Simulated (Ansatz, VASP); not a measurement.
## Cross-check of La2Fe2S2O3 between VASP and Ansatz

One calculation is typed for both programs; each brings its own data sets and cutoff. How far apart do they land? The cell is taken from a series of VASP runs on this material, whose earlier steps may have relaxed, scaled or displaced it; both programs get it as it stands.

Calculated with Ansatz 0.2.0; plane waves, with VASP 6.6.1 beside it; single point at PBE, DFT+U.

**1. Starting point**

The structure is tetragonal, space group I4/mmm (No. 139). The conventional cell has a = 4.048 Å, b = 4.048 Å, c = 18.184 Å, α = 90.00°, β = 90.00°, γ = 90.00°. Nearest to La lie 5 O at 2.37 to 3.31 Å and 4 S at 3.27 Å. Nearest to Fe lie 2 O at 2.02 Å and 4 S at 2.66 Å. S has 4 Fe at 2.66 Å and 4 La at 3.27 Å nearest. Nearest to O lie 4 La at 2.37 Å. O has 4 Fe at 2.02 Å nearest. Farther neighbours and most contacts between anions are not listed.

**2. VASP: single point, PBE, DFT+U**

With cell and atoms fixed, the geometry can't cause a difference; cores, projectors, grids and the points listed under the comparison can.

Lines of VASP's logs that name or quote its potential files are left out, and so is its time.

INCAR

```
SYSTEM = La2Fe2S2O3
PREC = Normal
ENCUT = 480
EDIFF = 1E-06
NELM = 150
ISMEAR = -1
SIGMA = 0.05
LREAL = .FALSE.
ALGO = Normal
GGA = PE
NBANDS = 43
ISPIN = 2
MAGMOM = 0 0 4 -4 0 0 0 0 0
LDAU = .TRUE.
LDAUTYPE = 2
LDAUL = -1 2 -1 -1
LDAUU = 0 4.5 0 0
LDAUJ = 0 0 0 0
LDAUPRINT = 1
LASPH = .TRUE.
LMAXMIX = 6
AMIX = 0.2
BMIX = 1E-04
AMIX_MAG = 0.8
BMIX_MAG = 1E-04
LORBIT = 11
LWAVE = .FALSE.
LCHARG = .TRUE.
KPAR = 4
```

POSCAR

```
La2Fe2S2O3
1.0
   -2.0238770000      2.0238770000      9.0922220000
    2.0238770000     -2.0238770000      9.0922220000
    2.0238770000      2.0238770000     -9.0922220000
La Fe S O
2 2 2 3
Direct
    0.1818010000      0.1818010000      0.0000000000
    0.8181990000      0.8181990000      0.0000000000
    0.5000000000      0.0000000000      0.5000000000
    0.0000000000      0.5000000000      0.5000000000
    0.4049150000      0.4049150000      0.0000000000
    0.5950850000      0.5950850000      0.0000000000
    0.7500000000      0.2500000000      0.5000000000
    0.2500000000      0.7500000000      0.5000000000
    0.0000000000      0.0000000000      0.0000000000
```

KPOINTS

```
Automatic mesh
0
Gamma
8 8 8
0 0 0
```

Potentials, in the order of the species: La, Fe, S and O (PBE family, release 64).

On the command line:

```bash
$ mpirun -np 4 vasp_std
```

Numbers of over 12 decimals in the logs are rounded to 6 here.

Log:

```text
[banner, memory and clock lines left out]
running    4 mpi-ranks, on    1 nodes
 distrk:  each k-point on    1 cores,    4 groups
 distr:  one band on    1 cores,    1 groups

 POSCAR found type information on POSCAR LaFeS O
 POSCAR found :  4 types and       9 ions
 LDA part: xc-table for (Slater+PW92), standard interpolation
 POSCAR, INCAR and KPOINTS ok, starting setup
 FFT: planning ... GRIDC
 FFT: planning ... GRID_SOFT
 FFT: planning ... GRID
 WAVECAR not read
 entering main loop
       N       E                     dE             d eps       ncg     rms          rms(c)
DAV:   1     0.752411959619E+03    0.75241E+03   -0.25258E+04 10260   0.211E+03
DAV:   2     0.168910138600E+03   -0.58350E+03   -0.55168E+03 11588   0.422E+02
DAV:   3    -0.332753158523E+02   -0.20219E+03   -0.19511E+03 15574   0.228E+02
DAV:   4    -0.729869363285E+02   -0.39712E+02   -0.38429E+02 18615   0.108E+02
DAV:   5    -0.769855691273E+02   -0.39986E+01   -0.39419E+01 17802   0.357E+01    0.304E+01
DAV:   6    -0.666806231842E+02    0.10305E+02   -0.28557E+02 17600   0.961E+01    0.523E+01
DAV:   7    -0.625306877821E+02    0.41499E+01   -0.12597E+02 16270   0.963E+01    0.182E+01
DAV:   8    -0.636446692807E+02   -0.11140E+01   -0.15653E+01 18952   0.284E+01    0.149E+01
DAV:   9    -0.643833800710E+02   -0.73871E+00   -0.10148E+01 18272   0.236E+01    0.119E+01
DAV:  10    -0.644765280370E+02   -0.93148E-01   -0.13173E+00 16840   0.861E+00    0.949E+00
DAV:  11    -0.645542960015E+02   -0.77768E-01   -0.14281E+00 16704   0.695E+00    0.379E+00
DAV:  12    -0.644940311434E+02    0.60265E-01   -0.18311E-01 16224   0.507E+00    0.271E+00
DAV:  13    -0.644294718302E+02    0.64559E-01   -0.20957E-01 16000   0.620E+00    0.104E+00
DAV:  14    -0.644341450671E+02   -0.46732E-02   -0.11105E-01 18312   0.220E+00    0.640E-01
[...]
DAV:  18    -0.644348248056E+02   -0.24828E-04   -0.27324E-03 17808   0.347E-01    0.883E-02
DAV:  19    -0.644347292187E+02    0.95587E-04   -0.36165E-04 19136   0.176E-01    0.520E-02
DAV:  20    -0.644347476736E+02   -0.18455E-04   -0.67377E-04 16808   0.258E-01    0.331E-02
DAV:  21    -0.644347433615E+02    0.43121E-05   -0.16753E-04 16424   0.920E-02    0.312E-02
DAV:  22    -0.644347451105E+02   -0.17490E-05   -0.12837E-04 17776   0.590E-02    0.255E-02
DAV:  23    -0.644347367291E+02    0.83814E-05   -0.48836E-05 15736   0.987E-02    0.913E-03
DAV:  24    -0.644347370133E+02   -0.28413E-06   -0.18046E-05 16936   0.267E-02    0.552E-03
DAV:  25    -0.644347366858E+02    0.32745E-06   -0.17799E-06  9832   0.190E-02
   1 F= -.64434737E+02 E0= -.64434737E+02  d E =-.582094E-10  mag=    -0.0000
```

Parts of OUTCAR (step 2):

```text
ion  position               nearest neighbor table
   1  0.182  0.182  0.000-   7 2.37   8 2.37   7 2.37   8 2.37
   2  0.818  0.818  0.000-   7 2.37   8 2.37   7 2.37   8 2.37
   3  0.500  0.000  0.500-   9 2.02   9 2.02   5 2.66   6 2.66   5 2.66   6 2.66   4 2.86   4 2.86
                             4 2.86   4 2.86
   4  0.000  0.500  0.500-   9 2.02   9 2.02   6 2.66   5 2.66   5 2.66   6 2.66   3 2.86   3 2.86
                             3 2.86   3 2.86
   5  0.405  0.405  0.000-   4 2.66   3 2.66   3 2.66   4 2.66
   6  0.595  0.595  0.000-   3 2.66   4 2.66   3 2.66   4 2.66
   7  0.750  0.250  0.500-   1 2.37   2 2.37   2 2.37   1 2.37
   8  0.250  0.750  0.500-   1 2.37   2 2.37   2 2.37   1 2.37
   9  0.000  0.000  0.000-   3 2.02   4 2.02   4 2.02   3 2.02

  LATTYP: Found a body centered tetragonal cell.
 ALAT       =     4.0477540000
 C/A-ratio  =     4.4924775567

 Subroutine GETGRP returns: Found 16 space group operations
 (whereof 16 operations were pure point group operations)

The static configuration has the point symmetry D_4h.

 Found     59 irreducible k-points:

   k-points           NKPTS =     59   k-points in BZ     NKDIM =     59   number of bands    NBANDS=     43

   dimension x,y,z NGX =    54 NGY =   54 NGZ =   54
   dimension x,y,z NGXF=   108 NGYF=  108 NGZF=  108

   ENCUT  =  480.0 eV  35.28 Ry    5.94 a.u.  17.03 17.03 17.03*2*pi/ulx,y,z

   NELECT =      68.0000    total number of electrons

 k-points in reciprocal lattice and weights: Automatic mesh
   0.00000000  0.00000000  0.00000000       0.002
   0.12500000  0.00000000  0.00000000       0.016
   0.25000000  0.00000000  0.00000000       0.016
   0.37500000  0.00000000  0.00000000       0.016
   0.50000000  0.00000000  0.00000000       0.008
   0.12500000  0.12500000  0.00000000       0.016
   0.25000000  0.12500000  0.00000000       0.031
   0.37500000  0.12500000  0.00000000       0.031
   0.50000000  0.12500000  0.00000000       0.031
[...]
-0.37500000 -0.37500000  0.37500000       0.004
   0.50000000  0.50000000  0.50000000       0.002

atom =   3  type =  2  l = 2

 onsite density matrix

spin component  1

  0.9626  0.0000 -0.0000  0.0000  0.0000
  0.0000  0.9706 -0.0000  0.0000  0.0000
 -0.0000 -0.0000  0.9633 -0.0000  0.0290
  0.0000  0.0000 -0.0000  0.9809  0.0000
  0.0000  0.0000  0.0290  0.0000  0.9975

spin component  2

  0.0443 -0.0000  0.0000 -0.0000  0.0000
 -0.0000  0.0373 -0.0000  0.0000  0.0000
  0.0000 -0.0000  0.7627  0.0000 -0.3127
 -0.0000  0.0000  0.0000  0.0838 -0.0000
  0.0000  0.0000 -0.3127 -0.0000  0.3210

 occupancies and eigenvectors

[...]
o =  0.9468  v =  0.0000  0.0000  0.0000  0.0000  0.0000  0.0000 -0.0000  0.8685  0.0000  0.4956      0.0000  0.0000  0.0000  0.0000  0.0000  0.0000  0.0000  0.0000  0.0000  0.0000
  o =  0.9626  v =  0.0000  0.0000  0.0000  0.0000  0.0000  1.0000  0.0000  0.0000  0.0000  0.0000      0.0000  0.0000  0.0000  0.0000  0.0000  0.0000  0.0000  0.0000  0.0000  0.0000
  o =  0.9706  v =  0.0000  0.0000  0.0000  0.0000  0.0000  0.0000  0.0000 -0.0000  1.0000 -0.0000      0.0000  0.0000  0.0000  0.0000  0.0000  0.0000  0.0000  0.0000  0.0000  0.0000
  o =  0.9809  v =  0.0000  0.0000  0.0000  0.0000  0.0000  0.0000  1.0000  0.0000 -0.0000  0.0000      0.0000  0.0000  0.0000  0.0000  0.0000  0.0000  0.0000  0.0000  0.0000  0.0000
  o =  1.0140  v =  0.0000  0.0000  0.0000  0.0000  0.0000  0.0000 -0.0000 -0.4956 -0.0000  0.8685      0.0000  0.0000  0.0000  0.0000  0.0000  0.0000  0.0000  0.0000  0.0000  0.0000

 average (electrostatic) potential at core
       1 -96.2445       2 -96.2445       3 -43.5074       4 -43.5074       5 -84.3117
       6 -84.3117       7 -67.9709       8 -67.9709       9 -69.2512

 E-fermi :   6.7314

 spin component 1
 k-point     1 :       0.0000    0.0000    0.0000
  band No.  band energies     occupation
    ...
     30       4.7487      1.00000
     31       5.0972      1.00000
     32       5.1202      1.00000
     33       5.4100      1.00000
     34       5.5335      1.00000
     35       8.6222      0.00000
     36       8.6553      0.00000
     37       8.7175      0.00000
     38       8.8952      0.00000
     39       9.2543      0.00000
    ...

 k-point     2 :       0.1250    0.0000    0.0000
  band No.  band energies     occupation
    ...
     30       4.6116      1.00000
     31       4.9915      1.00000
     32       5.0630      1.00000
     33       5.3998      1.00000
     34       5.4477      1.00000
     35       8.5931      0.00000
     36       8.7708      0.00000
     37       8.8143      0.00000
     38       8.8661      0.00000
     39       9.3224      0.00000
    ...

 k-point     3 :       0.2500    0.0000    0.0000
  band No.  band energies     occupation
    ...
     30       4.5002      1.00000
     31       4.7087      1.00000
     32       5.1898      1.00000
     33       5.3256      1.00000
     34       5.3857      1.00000
     35       8.4964      0.00000
     36       8.6430      0.00000
     37       8.8678      0.00000
     38       9.1713      0.00000
     39       9.4152      0.00000
    ...

 k-point     4 :       0.3750    0.0000    0.0000
  band No.  band energies     occupation
    ...
     30       4.5561      1.00000
     31       4.5883      1.00000
     32       4.9470      1.00000
     33       5.3916      1.00000
     34       5.4457      1.00000
     35       8.3541      0.00000
     36       8.4908      0.00000
     37       8.7656      0.00000
     38       9.3911      0.00000
     39       9.5097      0.00000
    ...

 k-point     5 :       0.5000    0.0000    0.0000
  band No.  band energies     occupation
    ...
     30       4.6206      1.00000
     31       4.6815      1.00000
     32       4.7443      1.00000
     33       5.4015      1.00000
     34       5.4189      1.00000
     35       8.2784      0.00000
     36       8.4332      0.00000
     37       8.7122      0.00000
     38       9.3888      0.00000
     39       9.5595      0.00000
    ...

 k-point     6 :       0.1250    0.1250    0.0000
  band No.  band energies     occupation
    ...
     30       4.4484      1.00000
     31       4.7823      1.00000
     32       5.1213      1.00000
     33       5.1785      1.00000
     34       5.5203      1.00000
     35       8.6651      0.00000
     36       8.8375      0.00000
     37       8.9272      0.00000
     38       9.1097      0.00000
     39       9.5377      0.00000
    ...

  Total        0.9510675      0.9510675      0.1010491      0.0000000     -0.0000000      0.0000000
  in kB       10.2287764     10.2287764      1.0867875      0.0000000     -0.0000000      0.0000000
  external PRESSURE =       7.1814468 kB  Pullay stress =       0.0000000 kB

  energy-cutoff  :      480.00
  volume of cell :      148.97
      direct lattice vectors                 reciprocal lattice vectors
    -2.023877000  2.023877000  9.092222000     0.000000000  0.247050587  0.054992058
     2.023877000 -2.023877000  9.092222000     0.247050587  0.000000000  0.054992058
     2.023877000  2.023877000 -9.092222000     0.247050587  0.247050587  0.000000000

 POSITION                                       TOTAL-FORCE (eV/Angst)
 -----------------------------------------------------------------------------------
      0.00000      0.00000      3.30595        -0.000000     -0.000000      0.048604
      0.00000      0.00000     14.87849         0.000000      0.000000     -0.048604
      0.00000      2.02388      0.00000         0.000000      0.000000      0.000000
      2.02388      0.00000      0.00000         0.000000      0.000000      0.000000
      0.00000      0.00000      7.36315         0.000000      0.000000      0.123567
      0.00000      0.00000     10.82129        -0.000000     -0.000000     -0.123567
      0.00000      2.02388      4.54611         0.000000      0.000000      0.000000
      2.02388      0.00000      4.54611         0.000000      0.000000      0.000000
      0.00000      0.00000      0.00000         0.000000      0.000000      0.000000
 -----------------------------------------------------------------------------------
    total drift:                                0.000000     -0.000000      0.000000

  FREE ENERGIE OF THE ION-ELECTRON SYSTEM (eV)
  ---------------------------------------------------
  free  energy   TOTEN  =       -64.4347366858 eV

  energy  without entropy=      -64.4347366858  energy(sigma->0) =      -64.43473669

 total charge
# of ion       s       p       d       f       tot
--------------------------------------------------
    1        2.017   5.680   0.637   0.236   8.570
    2        2.017   5.680   0.637   0.236   8.570
    3        0.312   0.366   6.102   0.000   6.780
    4        0.312   0.366   6.102   0.000   6.780
    5        1.322   2.419   0.000   0.000   3.741
    6        1.322   2.419   0.000   0.000   3.741
    7        1.574   3.468   0.000   0.000   5.042
    8        1.574   3.468   0.000   0.000   5.042
    9        1.560   3.482   0.000   0.000   5.043
--------------------------------------------------
tot         12.011  27.350  13.477   0.472  53.310

 magnetization (x)
# of ion       s       p       d       f       tot
--------------------------------------------------
    1        0.000   0.000   0.000   0.000   0.000
    2        0.000   0.000   0.000   0.000   0.000
    3        0.031   0.026   3.620   0.000   3.677
    4       -0.031  -0.026  -3.620   0.000  -3.677
    5        0.000   0.000   0.000   0.000   0.000
    6        0.000   0.000   0.000   0.000   0.000
    7        0.000   0.000   0.000   0.000   0.000
    8        0.000   0.000   0.000   0.000   0.000
    9        0.000   0.000   0.000   0.000   0.000
--------------------------------------------------
tot          0.000   0.000   0.000   0.000   0.000

[... 6 further parts left out ...]
```

The magnetic state follows from one typed start and may not be the lowest.

(Part 1 of 2 ends here.)

[Lines on the potential files, build, host, timing and source positions are cut from VASP's logs without a mark.]

[Logs are printed without paths, hosts, clocks, repeated set-up lines and the standing remarks that a program may print on its own settings, such as how far it seeks lower states.]

[Hosts, paths, dates, database ids (printed as entryN), source tags and the programs' standing remarks are cut or masked in the printed files.]
